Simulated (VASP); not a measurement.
Enthalpies of GaAs started in several structure types, each of which keeps its space group, in meV/atom over the zinc blende form. Method: PBEsol GGA, VASP's PBE PAW potentials (set 64) (plane waves; VASP).

| P (GPa) | NiAs type | CsCl type | wurtzite | zinc blende | rock salt |
|---|---|---|---|---|---|
| 0 | 296 | 484 | 11 | 0 | 266 |
| 5 | 183 | 346 | 11 | 0 | 148 |
| 10 | 78 | 216 | 10 | 0 | 40 |
| 20 | -111 | -25 | 10 | 0 | -152 |
| 30 | -284 | -245 | 9 | 0 | -329 |
| 45 | -515 | -553 | 7 | 0 | -570 |

**Question.** Which of these forms is stable at each pressure?

**Answer.** The zinc blende form is lowest at zero pressure; rock salt takes over from zinc blende near 12 GPa (by linear interpolation, static lattice, among these forms alone).

Structures that changed their space group on the way, and pressures that one of them lacks, are left out.
